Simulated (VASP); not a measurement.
```xyz
6
Lattice="-3.3518 3.3518 2.6970 3.3518 -3.3518 2.6970 3.3518 3.3518 -2.6970" Properties=species:S:1:pos:R:3 pbc="T T T"
Ge     4.4110     1.0592     0.0000
Ge     1.0592     2.2926     0.0000
Ge     2.2926     1.0592     2.6970
Ge    -1.0592     2.2926     2.6970
Mo     0.0000     0.0000     4.0455
Mo     0.0000     0.0000     1.3485
```

Level of theory: PBE GGA, VASP's PBE PAW potentials (set 64) (plane waves; VASP). Numerical set-up: 300 eV cut-off, 3×3×3 Γ-centred mesh, Fermi-Dirac smearing of 0.10 eV, potentials Ge_d Mo_sv.

At this cut-off the stress carries a Pulay error, which pulls relaxed volumes low.

Q: Give the force on each atom (eV/Å).

A: 
| atom | Fx | Fy | Fz |
|---|---|---|---|
| Ge1 | -0.170 | -0.170 | 0.000 |
| Ge2 | -0.170 | 0.170 | 0.000 |
| Ge3 | 0.170 | -0.170 | 0.000 |
| Ge4 | 0.170 | 0.170 | 0.000 |
| Mo5 | 0.000 | 0.000 | 0.000 |
| Mo6 | 0.000 | 0.000 | 0.000 |

Q: Give the stress tensor in GPa (positive for a compressed cell).

A: 
```
-17.83    0.00    0.00
  0.00  -17.83    0.00
  0.00    0.00  -13.44
```
The pressure is its mean diagonal, -16.37 GPa.

The structure was generated: Ge2Mo was put into an ordered model structure, which need not be its known phase. The cell was not relaxed at this level. The k-mesh is coarse (spacing up to 0.50 per Å, 2π included), so the numbers may not be converged in it.
